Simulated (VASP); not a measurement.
# A VASP study of SnSe2 (PBEsol): structure first, properties next, part 6 of 6

What structure and properties does PBEsol give SnSe2, and how near are they to the measured ones? The start is a cell from a database of measured crystal structures.

VASP 6.6.1, plane waves and PAW; the level of theory is named at each step.

Still holding for the runs below: Spin-orbit coupling is off here; with elements this heavy it splits and shifts levels by tenths of an eV or more.

So far, gap on the k-mesh (eV): step 2 (relaxing cell and atoms (PBEsol)) 0.637; step 5 (density of states (PBEsol)) 0.500; step 6 (vibrations at Γ (PBEsol)) 0.637; step 7 (independent-particle dielectric function (PBEsol)) 0.500; step 9 (a semilocal run for the hybrid's start) 0.615.

### Step 11. Bands along the symmetry lines (TB-mBJ)

This step: TB-mBJ; plane waves and PAW (Sn_d, Se) (VASP 6.6.1).

Levels along the symmetry lines show where the bands peak and cross; KPOINTS_OPT computes them in the converged potential. TB-mBJ is a local potential fitted to gaps: it costs far less than a hybrid but gives no energy.

INCAR reads:

```
SYSTEM = SnSe2
PREC = Accurate
ENCUT = 400
EDIFF = 1E-06
NELM = 150
ISMEAR = 0
SIGMA = 0.05
LREAL = .FALSE.
ALGO = Normal
METAGGA = MBJ
LASPH = .TRUE.
NBANDS = 26
LORBIT = 11
LWAVE = .FALSE.
LCHARG = .FALSE.
KPAR = 2
```

POSCAR reads:

```
SnSe2
1.0
    3.8202979081      0.0000000000      0.0000000000
   -1.9101489540      3.3084750384      0.0000000000
    0.0000000000      0.0000000000      6.1341064093
Sn Se
1 2
Direct
    0.0000000000      0.0000000000      0.0000000000
    0.3333333333      0.6666666667      0.2587113852
    0.6666666667      0.3333333333      0.7412886148
```

KPOINTS reads:

```
Automatic mesh
0
Gamma
7 7 4
0 0 0
```

KPOINTS_OPT reads:

```
Line mode
16
Line-mode
Reciprocal
  0.00000000   0.00000000   0.00000000 GAMMA
  0.50000000   0.00000000   0.00000000 M

  0.50000000   0.00000000   0.00000000 M
  0.33333333   0.33333333   0.00000000 K

  0.33333333   0.33333333   0.00000000 K
  0.00000000   0.00000000   0.00000000 GAMMA

  0.00000000   0.00000000   0.00000000 GAMMA
  0.00000000   0.00000000   0.50000000 A

  0.00000000   0.00000000   0.50000000 A
  0.50000000   0.00000000   0.50000000 L

  0.50000000   0.00000000   0.50000000 L
  0.33333333   0.33333333   0.50000000 H

  0.33333333   0.33333333   0.50000000 H
  0.00000000   0.00000000   0.50000000 A

  0.50000000   0.00000000   0.50000000 L
  0.50000000   0.00000000   0.00000000 M

  0.33333333   0.33333333   0.00000000 K
  0.33333333   0.33333333   0.50000000 H
```

The projector-augmented-wave data sets are Sn_d and Se (PBE family, release 64).

The run is started by

```console
mpirun -np 2 vasp_std
```

Output:

```text
[banner, memory and clock lines left out]
running    2 mpi-ranks, on    1 nodes
 distrk:  each k-point on    1 cores,    2 groups
 distr:  one band on    1 cores,    1 groups

 POSCAR found type information on POSCAR SnSe
 POSCAR found :  2 types and       3 ions
 [... a notice as in an earlier step ...]

 LDA part: xc-table for (None), standard interpolation
 POSCAR, INCAR and KPOINTS ok, starting setup
 FFT: planning ... GRIDC
 FFT: planning ... GRID_SOFT
 FFT: planning ... GRID
 WAVECAR not read
 entering main loop
       N       E                     dE             d eps       ncg     rms          rms(c)
DAV:   1     0.734057178446E+03    0.73406E+03   -0.97399E+03  1522   0.935E+02
DAV:   2     0.561509891861E+03   -0.17255E+03   -0.16135E+03  1608   0.287E+02
DAV:   3     0.540732189770E+03   -0.20778E+02   -0.20491E+02  1820   0.867E+01
DAV:   4     0.540091132000E+03   -0.64106E+00   -0.64032E+00  1782   0.162E+01
DAV:   5     0.540071635096E+03   -0.19497E-01   -0.19495E-01  2140   0.273E+00    0.116E+01
DAV:   6     0.541201187521E+03    0.11296E+01   -0.75850E+00  1814   0.318E+01    0.782E+00
DAV:   7     0.542187512076E+03    0.98632E+00   -0.16418E+00  1508   0.786E+00    0.497E+00
DAV:   8     0.543069803999E+03    0.88229E+00   -0.62250E-01  1552   0.401E+00    0.191E+00
DAV:   9     0.543488173110E+03    0.41837E+00   -0.22922E-01  1616   0.229E+00    0.110E+00
DAV:  10     0.543878417633E+03    0.39024E+00   -0.54959E-02  1994   0.153E+00    0.687E-01
DAV:  11     0.543563361308E+03   -0.31506E+00   -0.16686E-02  1808   0.921E-01    0.445E-01
DAV:  12     0.543690563776E+03    0.12720E+00   -0.64077E-03  1724   0.657E-01    0.545E-01
DAV:  13     0.543573565077E+03   -0.11700E+00   -0.18234E-03  1530   0.217E-01    0.284E-01
DAV:  14     0.543616525046E+03    0.42960E-01   -0.13884E-03  1746   0.259E-01    0.511E-02
DAV:  15     0.543620462428E+03    0.39374E-02   -0.18403E-04  1606   0.797E-02    0.302E-02
DAV:  16     0.543618426355E+03   -0.20361E-02   -0.27889E-05  1946   0.421E-02    0.229E-02
DAV:  17     0.543619526957E+03    0.11006E-02   -0.84485E-06  1622   0.152E-02    0.173E-02
DAV:  18     0.543618889523E+03   -0.63743E-03   -0.34962E-06  1628   0.129E-02    0.111E-02
DAV:  19     0.543618092053E+03   -0.79747E-03   -0.67254E-07  1112   0.417E-03    0.716E-03
DAV:  20     0.543618349748E+03    0.25770E-03   -0.48957E-07  1086   0.302E-03    0.668E-03
DAV:  21     0.543618112478E+03   -0.23727E-03   -0.23672E-07   780   0.261E-03    0.515E-03
DAV:  22     0.543617889390E+03   -0.22309E-03   -0.12316E-07   772   0.199E-03    0.372E-03
DAV:  23     0.543617834294E+03   -0.55096E-04   -0.36369E-08   764   0.101E-03    0.343E-03
DAV:  24     0.543617799023E+03   -0.35271E-04   -0.81498E-09   758   0.491E-04    0.336E-03
DAV:  25     0.543617687125E+03   -0.11190E-03   -0.48925E-09   758   0.351E-04    0.290E-03
DAV:  26     0.543617372363E+03   -0.31476E-03   -0.16474E-08   758   0.601E-04    0.181E-03
DAV:  27     0.543617221035E+03   -0.15133E-03   -0.10786E-08   748   0.544E-04    0.139E-03
DAV:  28     0.543617217872E+03   -0.31622E-05   -0.35980E-09   746   0.313E-04    0.146E-03
DAV:  29     0.543617025082E+03   -0.19279E-03   -0.56660E-09   746   0.402E-04    0.483E-04
DAV:  30     0.543616971125E+03   -0.53957E-04   -0.43533E-09   746   0.398E-04    0.254E-04
DAV:  31     0.543616936255E+03   -0.34870E-04   -0.69312E-10   746   0.147E-04    0.654E-05
DAV:  32     0.543616941196E+03    0.49418E-05   -0.35330E-10   746   0.101E-04    0.155E-04
DAV:  33     0.543616924970E+03   -0.16226E-04   -0.18693E-10   746   0.789E-05    0.661E-05
DAV:  34     0.543616929820E+03    0.48497E-05   -0.10360E-10   746   0.511E-05    0.594E-05
DAV:  35     0.543616931677E+03    0.18568E-05   -0.29924E-11   746   0.303E-05    0.472E-05
DAV:  36     0.543616932447E+03    0.76994E-06   -0.92007E-12   746   0.175E-05
   1 F= 0.54361693E+03 E0= 0.54361693E+03  d E =-.183556E-18
 Start KPOINTS_OPT (optional k-point list driver)
k-point batch [1-28\144]
       N       E                     dE             ncg
DAV:   1     0.248068918239E+03   -0.15111E+05     1602
DAV:   2    -0.467838616792E+04   -0.49265E+04     1616
DAV:   3    -0.528481829065E+04   -0.60643E+03     1778
DAV:   4    -0.530497796008E+04   -0.20160E+02     1780
DAV:   5    -0.530584841120E+04   -0.87045E+00     2260
DAV:   6    -0.530586603599E+04   -0.17625E-01     1890
DAV:   7    -0.530586654874E+04   -0.51275E-03     2334
DAV:   8    -0.530586655413E+04   -0.53838E-05     1654
DAV:   9    -0.530586655435E+04   -0.22633E-06     1388
[...]
k-point batch [141-144\144]
       N       E                     dE             ncg
DAV:   1     0.189117096667E+05   -0.32142E+04      226
DAV:   2     0.181927961948E+05   -0.71891E+03      224
DAV:   3     0.181040102703E+05   -0.88786E+02      268
DAV:   4     0.181012339776E+05   -0.27763E+01      240
DAV:   5     0.181011228801E+05   -0.11110E+00      336
DAV:   6     0.181011208131E+05   -0.20669E-02      254
DAV:   7     0.181011206057E+05   -0.20747E-03      368
DAV:   8     0.181011206053E+05   -0.33971E-06      212
```

Wall time 77 s (2 MPI ranks of AMD EPYC 9R45, shared host); peak memory 0.39 GiB; 2.3 min of CPU time.

From OUTCAR (step 11):

```text
   NELECT =      26.0000    total number of electrons

 E-fermi :   4.3572

 k-point     1 :       0.0000    0.0000    0.0000
  band No.  band energies     occupation
    ...
      9       3.4976      2.00000
     10       3.4977      2.00000
     11       3.7552      2.00000
     12       3.7553      2.00000
     13       4.0069      2.00000
     14       5.7556      0.00000
     15       7.8813      0.00000
     16       9.2678      0.00000
     17       9.2683      0.00000
     18      12.5761      0.00000
    ...

  Total      -74.5405285    -74.5405285    -76.4275680     -0.0000000     -0.0000000     -0.0000000
  in kB    -1540.3756750  -1540.3756750  -1579.3712360     -0.0000000     -0.0000000     -0.0000000
  external PRESSURE =   -1553.3741953 kB  Pullay stress =       0.0000000 kB

 POSITION                                       TOTAL-FORCE (eV/Angst)
 -----------------------------------------------------------------------------------
      0.00000      0.00000      0.00000        -0.000000      0.000000      0.000000
     -0.00000      2.20565      1.58696        -0.000000      0.000000     -0.834186
      1.91015      1.10283      4.54714         0.000000     -0.000000      0.834186
 -----------------------------------------------------------------------------------
    total drift:                                0.000000     -0.000000      0.000000

  FREE ENERGIE OF THE ION-ELECTRON SYSTEM (eV)
  ---------------------------------------------------
  free  energy   TOTEN  =       543.6169324467 eV

  energy  without entropy=      543.6169324467  energy(sigma->0) =      543.61693245

[... 8 parts as in an earlier step ...]

[... 9 further parts left out ...]
```

This functional is a potential without an energy, so its energies, forces and stress mean nothing and are not read.

Numbers from this step:

```yaml
scf_cycles: 36
bands: 26
irreducible_k_points: 28
fermi_energy: 4.357 eV
least_gap_on_mesh_and_path: 1.164 eV
least_direct_gap_on_mesh_and_path: 1.691 eV
valence_top_at_k: 0.08889, 0.08889, 0
least_direct_gap_at_k: 0, 0.4286, 0.25
```

Electronic bands along the path, in eV, zero at the valence-band top; v1 is the highest filled band, c1 the lowest empty one:

| point | v4 | v3 | v2 | v1 | c1 | c2 | c3 | c4 |
| --- | --- | --- | --- | --- | --- | --- | --- | --- |
| Γ | -0.62 | -0.36 | -0.36 | -0.11 | 1.64 | 3.77 | 5.15 | 5.15 |
| 0.47 of the way | -2.03 | -1.70 | -0.21 | -0.12 | 2.46 | 4.51 | 5.72 | 5.99 |
| M | -2.84 | -2.42 | -1.21 | -0.29 | 1.60 | 4.35 | 5.69 | 5.88 |
| 0.47 of the way | -2.91 | -2.76 | -1.24 | -1.12 | 1.78 | 5.55 | 5.82 | 6.64 |
| K | -3.31 | -3.11 | -1.56 | -1.56 | 1.61 | 6.81 | 6.81 | 7.55 |
| 0.53 of the way | -2.95 | -1.19 | -1.02 | -0.16 | 2.52 | 5.41 | 5.44 | 6.02 |
| Γ | -0.62 | -0.36 | -0.36 | -0.11 | 1.64 | 3.77 | 5.15 | 5.15 |
| 0.47 of the way | -0.68 | -0.68 | -0.27 | -0.27 | 2.36 | 3.77 | 5.01 | 5.01 |
| A | -0.73 | -0.73 | -0.18 | -0.18 | 2.95 | 3.74 | 4.84 | 4.84 |
| 0.47 of the way | -1.72 | -1.53 | -1.33 | -0.41 | 2.14 | 5.10 | 5.96 | 6.24 |
| L | -2.22 | -1.86 | -0.84 | -0.72 | 1.22 | 4.74 | 5.21 | 6.28 |
| 0.47 of the way | -3.16 | -2.51 | -0.60 | -0.48 | 1.96 | 4.96 | 5.71 | 5.95 |
| H | -3.89 | -3.49 | -0.38 | -0.38 | 2.70 | 5.03 | 5.03 | 6.51 |
| 0.47 of the way | -2.61 | -1.96 | -0.88 | -0.76 | 2.44 | 5.14 | 6.21 | 6.23 |
| A | -0.73 | -0.73 | -0.18 | -0.18 | 2.95 | 3.74 | 4.84 | 4.84 |
| jump to L | -2.22 | -1.86 | -0.84 | -0.72 | 1.22 | 4.74 | 5.21 | 6.28 |
| 0.47 of the way | -2.39 | -2.32 | -0.80 | -0.52 | 1.21 | 4.62 | 5.95 | 6.16 |
| M | -2.84 | -2.42 | -1.21 | -0.29 | 1.60 | 4.35 | 5.69 | 5.88 |
| jump to K | -3.31 | -3.11 | -1.56 | -1.56 | 1.61 | 6.81 | 6.81 | 7.55 |
| 0.47 of the way | -3.62 | -3.29 | -1.01 | -1.01 | 2.06 | 5.93 | 5.93 | 7.12 |
| H | -3.89 | -3.49 | -0.38 | -0.38 | 2.70 | 5.03 | 5.03 | 6.51 |

Of the projections kept (Sn, Se), the largest for each band there; the rest of the weight can lie on other orbitals:

| point | v4 | v3 | v2 | v1 | c1 | c2 | c3 | c4 |
| --- | --- | --- | --- | --- | --- | --- | --- | --- |
| Γ | Se 0.81 | Se 0.92 | Se 0.92 | Se 0.89 | Se 0.59 | Sn 0.58 | Sn 0.71 | Sn 0.71 |
| M | Se 0.79 | Se 0.72 | Se 0.89 | Se 0.93 | Se 0.61 | Sn 0.56 | Sn 0.58 | Se 0.64 |
| K | Se 0.71 | Se 0.67 | Se 0.93 | Se 0.93 | Se 0.61 | Se 0.62 | Se 0.62 | Sn 0.50 |
| Γ | Se 0.81 | Se 0.92 | Se 0.92 | Se 0.89 | Se 0.59 | Sn 0.58 | Sn 0.71 | Sn 0.71 |
| A | Se 0.83 | Se 0.83 | Se 0.92 | Se 0.92 | Se 0.62 | Sn 0.63 | Sn 0.73 | Sn 0.73 |
| L | Se 0.70 | Se 0.76 | Se 0.91 | Se 0.93 | Se 0.59 | Se 0.66 | Sn 0.60 | Sn 0.50 |

The gap moves by +0.67 eV against PBEsol.

### Step 12. Bands along the symmetry lines (PBEsol), changed input

This step: PBEsol; plane waves and PAW (Sn_d, Se) (VASP 6.6.1).

This run is made with a changed input; what comes of it follows.

INCAR reads:

```
SYSTEM = SnSe2
PREC = Accurate
ENCUT = 150
EDIFF = 1E-06
NELM = 84
ISMEAR = 0
SIGMA = 0.05
LREAL = .FALSE.
ALGO = Normal
GGA = PS
NBANDS = 26
LORBIT = 11
LWAVE = .FALSE.
LCHARG = .FALSE.
KPAR = 2
```

POSCAR is that of step 11.

KPOINTS is that of step 11.

KPOINTS_OPT is that of step 11.

The run is started by

```console
mpirun -np 2 vasp_std
```

Output:

```text
[... set-up lines as in an earlier step ...]
 entering main loop
       N       E                     dE             d eps       ncg     rms          rms(c)
DAV:   1     0.903288266989E+02    0.90329E+02   -0.65828E+03  1572   0.389E+02
DAV:   2    -0.538985886704E+01   -0.95719E+02   -0.92671E+02  1764   0.143E+02
DAV:   3    -0.993625137638E+01   -0.45464E+01   -0.45309E+01  1758   0.325E+01
DAV:   4    -0.996060812927E+01   -0.24357E-01   -0.24353E-01  1712   0.255E+00
DAV:   5    -0.996074265733E+01   -0.13453E-03   -0.13453E-03  1758   0.175E-01    0.817E+00
DAV:   6    -0.932299848455E+01    0.63774E+00   -0.99727E-01  1616   0.807E+00    0.467E+00
DAV:   7    -0.924704480137E+01    0.75954E-01   -0.33516E-01  1710   0.413E+00    0.128E+00
DAV:   8    -0.924548664371E+01    0.15582E-02   -0.22451E-02  1536   0.717E-01    0.426E-01
DAV:   9    -0.924537792954E+01    0.10871E-03   -0.18983E-03  1618   0.203E-01    0.790E-02
DAV:  10    -0.924534124289E+01    0.36687E-04   -0.25744E-04  1778   0.108E-01    0.283E-02
DAV:  11    -0.924534830984E+01   -0.70669E-05   -0.23047E-05  1568   0.243E-02    0.736E-03
DAV:  12    -0.924534855533E+01   -0.24549E-06   -0.79875E-07  1406   0.394E-03
   1 F= -.92453486E+01 E0= -.92453486E+01  d E =-.177762E-11
 Start KPOINTS_OPT (optional k-point list driver)
k-point batch [1-28\144]
       N       E                     dE             ncg
DAV:   1    -0.270946621556E+04   -0.11827E+05     1616
DAV:   2    -0.537572892580E+04   -0.26663E+04     1678
DAV:   3    -0.550449432150E+04   -0.12877E+03     1762
DAV:   4    -0.550524214133E+04   -0.74782E+00     1698
DAV:   5    -0.550524677830E+04   -0.46370E-02     1724
DAV:   6    -0.550524683678E+04   -0.58481E-04     1758
DAV:   7    -0.550524683766E+04   -0.87340E-06     1330
[...]
k-point batch [141-144\144]
       N       E                     dE             ncg
DAV:   1     0.111044068281E+05   -0.23991E+04      224
DAV:   2     0.107022439025E+05   -0.40216E+03      258
DAV:   3     0.106832845524E+05   -0.18959E+02      248
DAV:   4     0.106831836736E+05   -0.10088E+00      236
DAV:   5     0.106831831119E+05   -0.56169E-03      254
DAV:   6     0.106831831054E+05   -0.65557E-05      248
DAV:   7     0.106831831053E+05   -0.99626E-07      184
```

Elapsed: 8.4 s, on 2 MPI ranks; peak memory 0.21 GiB.

Parts of OUTCAR (step 12):

```text
   ENCUT  =  150.0 eV  11.02 Ry    3.32 a.u.   3.82  3.82  6.13*2*pi/ulx,y,z

   NELECT =      26.0000    total number of electrons

 E-fermi :   4.2640

 k-point     1 :       0.0000    0.0000    0.0000
  band No.  band energies     occupation
    ...
      9       3.4881      2.00000
     10       3.4881      2.00000
     11       3.7213      2.00000
     12       3.7213      2.00000
     13       3.9756      2.00000
     14       4.7955      0.00000
     15       7.0012      0.00000
     16       8.5829      0.00000
     17       8.5829      0.00000
     18      12.0617      0.00000
    ...

  Total      -42.0552090    -42.0552090    -42.0867067     -0.0000000     -0.0000000      0.0000000
  in kB     -869.0684410   -869.0684410   -869.7193396     -0.0000000     -0.0000000      0.0000000
  external PRESSURE =    -869.2854072 kB  Pullay stress =       0.0000000 kB

 POSITION                                       TOTAL-FORCE (eV/Angst)
 -----------------------------------------------------------------------------------
      0.00000      0.00000      0.00000         0.000000      0.000000      0.000000
     -0.00000      2.20565      1.58696         0.000000      0.000000     -0.052084
      1.91015      1.10283      4.54714        -0.000000     -0.000000      0.052084
 -----------------------------------------------------------------------------------
    total drift:                               -0.000000     -0.000000     -0.000000

  FREE ENERGIE OF THE ION-ELECTRON SYSTEM (eV)
  ---------------------------------------------------
  free  energy   TOTEN  =        -9.2453485553 eV

  energy  without entropy=       -9.2453485553  energy(sigma->0) =       -9.24534856

[... 5 parts as in an earlier step ...]

[... 11 further parts left out ...]
```

The run converged, but on settings that are not sound, so its numbers are not to be trusted.

Against the sound run on this cell (bands along the symmetry lines (PBEsol)) the energy at zero smearing moves by +1243.4 meV an atom and the pressure by -86.97 GPa.

The fault in the input: cutoff far too low (ENCUT = 150). Raise ENCUT to at least the largest default of the data sets.

### Step 13. Results

```
relaxed volume                                             : 25.84 Å³/atom
relaxed conventional cell a, b, c                          : 3.820, 3.820, 6.134 Å; angles 90.0, 90.0, 120.0°
space group after relaxing, within 0.02 Å                  : P-3m1 (No. 164)
band gap                                                   : 0.492 eV, indirect (least direct gap of that run 0.947 eV)
gap among the points of the DOS mesh alone, an upper bound : 0.500 eV
highest zone-centre mode                                   : 245 cm⁻¹
strongest peak of ε2, mean over directions                 : 4.74 eV
ε1 at zero frequency, no local fields, mean                : 14.0
band gap (PBEsol + SOC)                                    : 0.468 eV, indirect (least direct gap of that run 0.888 eV)
band gap (HSE06)                                           : 1.25 eV, indirect (least direct gap of that run 1.84 eV)
band gap (TB-mBJ)                                          : 1.16 eV, indirect (least direct gap of that run 1.69 eV)
```

What this shows: With PBEsol, SnSe2 relaxes to 25.84 Å³/atom in space group P-3m1 (held by the symmetry of the run) and has an indirect gap of 0.492 eV (1.25 eV with HSE06). Against the listed cell the volume lies +0.5 % (a +0.2 %, c under 0.05 %). Vibrations at Γ (PBEsol): The highest mode in this list at Γ, 245.0 cm⁻¹, has its largest share on Sn (57 % of the kinetic energy). Band structure (PBEsol + SOC): The path shows an indirect gap of 0.47 eV (valence top between K and Γ, conduction bottom between L and M). The least direct gap is 0.89 eV. Bands along the symmetry lines (HSE06): On this path the gap is indirect, 1.27 eV, with the valence top between K and Γ and the conduction bottom between L and M. The least direct gap is 1.84 eV. Bands along the symmetry lines (TB-mBJ): On this path the gap is indirect, 1.16 eV, with the valence top between K and Γ and the conduction bottom between L and M. The least direct gap is 1.73 eV. The other levels ran on the cell relaxed with PBEsol, and without spin-orbit coupling unless named. LASPH was switched on together with spin-orbit coupling, so shifts put down to the coupling hold both changes. Semilocal functionals usually underestimate gaps. Modes at Γ alone can't show that the crystal is stable at other wave vectors, and the LO-TO splitting is not included. The bonds form layers, and without a dispersion term the spacing between them, and what depends on it, is unreliable. No search among competing phases was made, and a listed structure need not be the one stable at ambient conditions. All values are for a static lattice at zero temperature.

Computed beside measured:

| quantity | measured | PBEsol |
| --- | --- | --- |
| lattice constant a (Å) | 3.83 | 3.820 (-0.3 %) |
| lattice constant c (Å) | 6.12 | 6.134 (+0.2 %) |
| Raman mode, Eg, approximate position in … (cm⁻¹) | 120 | 119 (-0.7 %) |
| Raman mode, A1g, approximate position … (cm⁻¹) | 190 | 180 (-5.2 %) |

Measured values from pmc:8069899 (2021) and arxiv:1807.04993 (2018).

Verdict: The lattice constant a is off by -0.3 %: good agreement. The lattice constant c is off by +0.2 %: good agreement. The Raman mode is off by -0.7 %: good agreement. The Raman mode is off by -5.2 %: fair agreement. The grades are ours: good and fair within 0.7 and 1.5 % for the lattice constant a, 0.8 and 2 % for the lattice constant c and 3 and 7 % for the Raman mode. Zero-point motion and thermal expansion (measured at up to 300 K) are not in the computed lattice constants and Raman mode.

[Lines on the potential files, build, host, timing and source positions are cut from VASP's logs without a mark.]

[Logs are printed without paths, hosts, clocks, repeated set-up lines and the standing remarks that a program may print on its own settings, such as how far it seeks lower states.]

[Hosts, paths, dates, database ids (printed as entryN), source tags and the programs' standing remarks are cut or masked in the printed files.]

[A measured line is paired with the nearest computed mode of its activity, which favours agreement.]
